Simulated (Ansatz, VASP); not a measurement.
# Cross-check of GaAs between VASP and Ansatz

One calculation is typed for both programs; each brings its own data sets. How far apart do they land? The cell is taken from a series of runs on this material, whose earlier steps may have relaxed, scaled, displaced or heated it; both programs get it as it stands.

Method: plane waves, with VASP 6.6.1 beside it; zone-centre phonons at LDA, in Ansatz 0.2.0.

**1. The starting structure**

Symmetry: F-43m, No. 216, cubic system. The conventional cell has a = 5.603 Å, b = 5.603 Å, c = 5.603 Å, α = 90.00°, β = 90.00°, γ = 90.00°. Nearest to Ga lie 4 As at 2.43 Å. Nearest to As lie 4 Ga at 2.43 Å. Farther neighbours are not listed.

Structure file:

```
Ga As
1.0
     0.00000    2.80156    2.80156
     2.80156    0.00000    2.80156
     2.80156    2.80156    0.00000
Ga As
1 1
Direct
  0.00000 0.00000 0.00000
  0.75000 0.75000 0.75000
```

**2. VASP: zone-centre phonons, LDA**

Second derivatives magnify differences that forces hide, and they need a tight electronic threshold.

Lines of VASP's logs that name or quote its potential files are left out, and so is its time.

The input, INCAR:

```
SYSTEM = GaAs
PREC = Accurate
ENCUT = 500
EDIFF = 1E-08
NELM = 120
ISMEAR = -1
SIGMA = 0.03
LREAL = .FALSE.
ALGO = Normal
GGA = PW92
NELECT = 18.043978
NBANDS = 15
LORBIT = 11
LWAVE = .FALSE.
LCHARG = .FALSE.
ISIF = 2
IBRION = 8
LASPH = .TRUE.
GGA_COMPAT = .FALSE.
KPAR = 2
```

The input, POSCAR:

```
GaAs
1.0
    0.0000000000      2.8015629883      2.8015629883
    2.8015629883      0.0000000000      2.8015629883
    2.8015629883      2.8015629883      0.0000000000
Ga As
1 1
Direct
    0.0000000000      0.0000000000      0.0000000000
    0.7500000000      0.7500000000      0.7500000000
```

The input, KPOINTS:

```
Automatic mesh
0
Gamma
24 24 24
0 0 0
```

The projector-augmented-wave data sets are Ga_d and As (LDA family, release 64).

On the command line:

```
mpirun -np 2 vasp_std
```

Numbers of over 12 decimals in the logs are rounded to 6 here.

The log of the run:

```text
[banner, memory and clock lines left out]
running    2 mpi-ranks, on    1 nodes
 distrk:  each k-point on    1 cores,    2 groups
 distr:  one band on    1 cores,    1 groups

 POSCAR found type information on POSCAR GaAs
 POSCAR found :  2 types and       2 ions
|                                                                             |
|               ----> ADVICE to this user running VASP <----                  |
|                                                                             |
|     You enforced a specific xc type in the INCAR file but a different       |
|     [... a line on the potential file left out ...]
|     I HOPE YOU KNOW WHAT YOU ARE DOING!                                     |
|                                                                             |

 LDA part: xc-table for (Slater(with rela. corr.)+PW92), standard interpolation
 POSCAR, INCAR and KPOINTS ok, starting setup
 FFT: planning ... GRIDC
 FFT: planning ... GRID_SOFT
 FFT: planning ... GRID
 WAVECAR not read
 entering main loop
       N       E                     dE             d eps       ncg     rms          rms(c)
DAV:   1     0.817185230893E+02    0.81719E+02   -0.89613E+03 12689   0.164E+03
DAV:   2    -0.316344419793E+01   -0.84882E+02   -0.81242E+02 14119   0.314E+02
DAV:   3    -0.954716850960E+01   -0.63837E+01   -0.63573E+01 14994   0.692E+01
DAV:   4    -0.964804440581E+01   -0.10088E+00   -0.10084E+00 15124   0.963E+00
DAV:   5    -0.964951401144E+01   -0.14696E-02   -0.14696E-02 15675   0.104E+00BRMIX: very serious problems
 the old and the new charge density differ
 old charge density:    18.00000 new   18.04398
BRMIX: very serious problems
 the old and the new charge density differ
 old charge density:    18.00000 new   18.04398
    0.314E+00
DAV:   6    -0.945238540020E+01    0.19713E+00   -0.23471E-01 19227   0.857E+00    0.184E+00
DAV:   7    -0.940942123180E+01    0.42964E-01   -0.68985E-02 17592   0.204E+00    0.529E-01
DAV:   8    -0.940622349442E+01    0.31977E-02   -0.90454E-03 15876   0.110E+00    0.109E-01
DAV:   9    -0.940618746632E+01    0.36028E-04   -0.69889E-04 15290   0.333E-01    0.411E-02
DAV:  10    -0.940619235674E+01   -0.48904E-05   -0.43210E-05 19415   0.785E-02    0.216E-02
DAV:  11    -0.940619656872E+01   -0.42120E-05   -0.76582E-06 14602   0.455E-02    0.267E-03
DAV:  12    -0.940619643403E+01    0.13469E-06   -0.63340E-07 18534   0.128E-02    0.198E-03
DAV:  13    -0.940619643616E+01   -0.21287E-08   -0.80059E-08 15415   0.288E-03
   1 F= -.94061964E+01 E0= -.94058579E+01  d E =-.677170E-03
 Linear response reoptimize wavefunctions to high precision
DAV:   1    -0.940619643640E+01   -0.24556E-09   -0.28963E-09 15128   0.468E-04
DAV:   2    -0.940619643640E+01    0.22737E-11   -0.48195E-11  9359   0.666E-05
 Linear response DOF=           2
 Linear response progress:
  Degree of freedom:   1/  2
       N       E                     dE             d eps       ncg     rms          rms(c)
RMM:   1    -0.167292280762E+00   -0.16729E+00    0.11103E-01 74539   0.860E+00
RMM:   2    -0.165427998502E+00    0.18643E-02   -0.24851E-02113418   0.139E+00    0.426E-02
RMM:   3    -0.165825149750E+00   -0.39715E-03   -0.36957E-03118188   0.420E-01    0.271E-02
RMM:   4    -0.165719239278E+00    0.10591E-03   -0.16598E-03125501   0.183E-01    0.101E-02
RMM:   5    -0.165719733793E+00   -0.49452E-06   -0.62640E-05122742   0.420E-02    0.367E-03
RMM:   6    -0.165718163232E+00    0.15706E-05   -0.73535E-06121159   0.149E-02    0.605E-04
RMM:   7    -0.165712930517E+00    0.52327E-05   -0.22532E-06120873   0.613E-03    0.316E-04
RMM:   8    -0.165714001525E+00   -0.10710E-05   -0.29017E-06122968   0.257E-03    0.995E-05
RMM:   9    -0.165714784585E+00   -0.78306E-06   -0.11655E-06121863   0.110E-03    0.226E-05
RMM:  10    -0.165714780538E+00    0.40471E-08   -0.35148E-07124280   0.493E-04    0.125E-05
RMM:  11    -0.165714750705E+00    0.29833E-07   -0.36313E-07120055   0.226E-04    0.568E-06
RMM:  12    -0.165714708069E+00    0.42636E-07   -0.17535E-07122363   0.115E-04    0.277E-06
RMM:  13    -0.165714729467E+00   -0.21397E-07   -0.87134E-08122817   0.626E-05    0.606E-07
RMM:  14    -0.165714727249E+00    0.22179E-08   -0.56169E-08115019   0.369E-05    0.445E-07
 first order change of Fermi-energy   0.22228E-04
 force on displaced ion       1 direction 1 :  -9.495   0.000   0.000
 Linear response progress:
  Degree of freedom:   2/  2
       N       E                     dE             d eps       ncg     rms          rms(c)
RMM:   1    -0.452882430215E-01   -0.45288E-01    0.61178E-02134033   0.155E+00
RMM:   2    -0.444981660894E-01    0.79008E-03   -0.44227E-03105487   0.416E-01    0.815E-02
RMM:   3    -0.444732230981E-01    0.24943E-04   -0.41299E-04118548   0.132E-01    0.447E-02
RMM:   4    -0.446441914431E-01   -0.17097E-03   -0.73067E-05116952   0.573E-02    0.418E-03
RMM:   5    -0.446447599656E-01   -0.56852E-06   -0.67146E-06122185   0.173E-02    0.233E-03
RMM:   6    -0.446321929794E-01    0.12567E-04   -0.72365E-07116687   0.534E-03    0.733E-04
RMM:   7    -0.446321948818E-01   -0.19024E-08   -0.24267E-08121059   0.193E-03    0.339E-04
 first order change of Fermi-energy   0.20409E-04
 force on displaced ion       2 direction 1 :  -9.437  -0.000  -0.000
 Linear response finished
```

Parts of OUTCAR (step 2):

```text
NELECT = 18.043978

 ion  position               nearest neighbor table
   1  0.000  0.000  0.000-   2 2.43   2 2.43   2 2.43   2 2.43
   2  0.750  0.750  0.750-   1 2.43   1 2.43   1 2.43   1 2.43

  LATTYP: Found a face centered cubic cell.
 ALAT       =     5.6031259766

 Subroutine GETGRP returns: Found 24 space group operations
 (whereof 24 operations were pure point group operations)

The static configuration has the point symmetry T_d .

 Found    413 irreducible k-points:

   k-points           NKPTS =    413   k-points in BZ     NKDIM =    413   number of bands    NBANDS=     15

   dimension x,y,z NGX =    30 NGY =   30 NGZ =   30
   dimension x,y,z NGXF=    60 NGYF=   60 NGZF=   60

   ENCUT  =  500.0 eV  36.75 Ry    6.06 a.u.   7.22  7.22  7.22*2*pi/ulx,y,z

 k-points in reciprocal lattice and weights: Automatic mesh
   0.00000000  0.00000000  0.00000000       0.000
   0.04166667  0.00000000  0.00000000       0.001
   0.08333333  0.00000000  0.00000000       0.001
   0.12500000  0.00000000  0.00000000       0.001
   0.16666667  0.00000000  0.00000000       0.001
   0.20833333  0.00000000  0.00000000       0.001
   0.25000000  0.00000000  0.00000000       0.001
   0.29166667  0.00000000  0.00000000       0.001
   0.33333333  0.00000000  0.00000000       0.001
[...]
-0.29166667  0.50000000  0.20833333       0.001
  -0.25000000  0.50000000  0.25000000       0.000

 average (electrostatic) potential at core
       1 -67.2918       2 -53.5443

  Total        0.6126307      0.6126307      0.6126307      0.0000000      0.0000000      0.0000000
  in kB       22.3191750     22.3191750     22.3191750      0.0000000      0.0000000      0.0000000
  external PRESSURE =      22.3191750 kB  Pullay stress =       0.0000000 kB

  energy-cutoff  :      500.00
  volume of cell :       43.98
      direct lattice vectors                 reciprocal lattice vectors
     0.000000000  2.801562988  2.801562988    -0.178471804  0.178471804  0.178471804
     2.801562988  0.000000000  2.801562988     0.178471804 -0.178471804  0.178471804
     2.801562988  2.801562988  0.000000000     0.178471804  0.178471804 -0.178471804

 POSITION                                       TOTAL-FORCE (eV/Angst)
 -----------------------------------------------------------------------------------
      0.00000      0.00000      0.00000         0.000000      0.000000      0.000000
      4.20234      4.20234      4.20234        -0.000000     -0.000000     -0.000000
 -----------------------------------------------------------------------------------
    total drift:                                0.000001      0.000001      0.000000

 Eigenvectors and eigenvalues of the dynamical matrix
 ----------------------------------------------------

   1 f  =    8.004145 THz    50.291529 2PiTHz  266.989555 cm-1    33.102471 meV
             X         Y         Z           dx          dy          dz
      0.000000  0.000000  0.000000     0.000000    0.720751    0.000000
      4.202344  4.202344  4.202344     0.000000   -0.693194    0.000000

   2 f  =    8.004145 THz    50.291529 2PiTHz  266.989555 cm-1    33.102471 meV
             X         Y         Z           dx          dy          dz
      0.000000  0.000000  0.000000     0.720751    0.000000    0.000000
      4.202344  4.202344  4.202344    -0.693194    0.000000    0.000000

   3 f  =    8.004145 THz    50.291529 2PiTHz  266.989555 cm-1    33.102471 meV
             X         Y         Z           dx          dy          dz
      0.000000  0.000000  0.000000     0.000000    0.000000    0.720751
      4.202344  4.202344  4.202344     0.000000    0.000000   -0.693194

   4 f/i=    0.012096 THz     0.076001 2PiTHz    0.403479 cm-1     0.050025 meV
             X         Y         Z           dx          dy          dz
      0.000000  0.000000  0.000000    -0.693194    0.000000    0.000000
      4.202344  4.202344  4.202344    -0.720751    0.000000    0.000000

   5 f/i=    0.012096 THz     0.076001 2PiTHz    0.403479 cm-1     0.050025 meV
             X         Y         Z           dx          dy          dz
      0.000000  0.000000  0.000000     0.000000   -0.693194    0.000000
      4.202344  4.202344  4.202344     0.000000   -0.720751    0.000000

   6 f/i=    0.012096 THz     0.076001 2PiTHz    0.403479 cm-1     0.050025 meV
             X         Y         Z           dx          dy          dz
      0.000000  0.000000  0.000000     0.000000    0.000000   -0.693194
      4.202344  4.202344  4.202344     0.000000    0.000000   -0.720751

 ELASTIC MODULI CONTR FROM IONIC RELAXATION (kBar)
 Direction    XX          YY          ZZ          XY          YZ          ZX
 --------------------------------------------------------------------------------
 XX          -0.0000      0.0000      0.0000      0.0000      0.0000      0.0000
 YY           0.0000     -0.0000      0.0000      0.0000      0.0000      0.0000
 ZZ           0.0000      0.0000     -0.0000      0.0000      0.0000      0.0000
 XY           0.0000      0.0000      0.0000   -250.3523      0.0000      0.0000
 YZ           0.0000      0.0000      0.0000      0.0000   -250.3523      0.0000
 ZX           0.0000      0.0000      0.0000      0.0000      0.0000   -250.3523
 --------------------------------------------------------------------------------
```

The cell is charged against a uniform background.

(Continued in part 2 of 2.)

[Lines on the potential files, build, host, timing and source positions are cut from VASP's logs without a mark.]

[Logs are printed without paths, hosts, clocks, repeated set-up lines and the standing remarks that a program may print on its own settings, such as how far it seeks lower states.]

[Hosts, paths, dates, database ids (printed as entryN), source tags and the programs' standing remarks are cut or masked in the printed files.]
